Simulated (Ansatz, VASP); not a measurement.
**Si3Sn in VASP and in Ansatz**

```
Si Sn
1.0
     4.19189    0.00000    0.00000
     0.00000    4.19189    0.00000
     0.00000    0.00000    4.19189
Si Sn
3 1
Cartesian
  0.0000 0.0000 2.0959
  2.0959 0.0000 0.0000
  0.0000 2.0959 0.0000
  2.0959 2.0959 2.0959
```

Alike in both runs: task relaxation of cell and atoms; functional PBE; k mesh 12 × 12 × 12; occupations gaussian, width 0.1 eV; no spin polarisation.

|  | VASP | Ansatz |
| --- | --- | --- |
| version | VASP 6.6.1 | Ansatz 0.2.0 |
| potentials or method | VASP PAW PBE potentials, release 64 (Si, Sn_d) | scalar-relativistic, plane waves, PAW |
| plane-wave cutoff (eV) | 600 | 420 |
| valence electrons in the cell | 26 | 26 |

Ansatz gave:

| Property | Result |
| --- | --- |
| gap on the k mesh at the Fermi level, each at its own relaxed structure (eV) | none |
| relaxed volume (Å³/atom) | 18.57 |
| relaxed cell length with the largest relative difference (Å) | 4.204 |

Q: Estimate VASP's values.

A: gap on the k mesh at the Fermi level, each at its own relaxed structure (eV): none; relaxed volume (Å³/atom): 18.58; relaxed cell length with the largest relative difference (Å): 4.204.

A gap of «none» marks a metal or a gap that the smearing closes.
